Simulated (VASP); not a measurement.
Input of a VASP 6.6.1 run:

File INCAR:

```
  PREC = Accurate
  ENCUT = 520
  EDIFF = 1E-6
  ISMEAR = 0
  SIGMA = 0.1
  LREAL = F
  LASPH = T
  NELM = 100
  ALGO = Fast
  ISIF = 2
  LWAVE = F
  LCHARG = F
  GGA = CA
  NBANDS = 33
```

The input KPOINTS:

```
Automatic mesh
0
Gamma
  12 12 8
```

POSCAR

```
P2W
1.0
    1.5664550808     -5.5390087984      0.0000000000
    1.5664550808      5.5390087984      0.0000000000
    0.0000000000      0.0000000000      4.9328130177
P W
4 2
Direct
    0.5699823652      0.4300176348      0.1174602341
    0.4300176348      0.5699823652      0.6174602341
    0.7028610808      0.2971389192      0.7994737348
    0.2971389192      0.7028610808      0.2994737348
    0.9067940455      0.0932059545      0.0000660311
    0.0932059545      0.9067940455      0.5000660311
```

Potentials or basis: VASP PAW LDA potentials, release 64 (P, W_sv).

The run is started by

```bash
$ cat potpaw_LDA.64/P/POTCAR potpaw_LDA.64/W_sv/POTCAR > POTCAR
$ mpirun -np 1 vasp_std > vasp.out
```

(1) Estimate the band gap on the k mesh.

(2) What does it give for the largest force?

(3) Estimate the pressure.

Answers

(1) none (metal or under the smearing width).

(2) 0.070 eV/Å.

(3) 0.5 GPa.
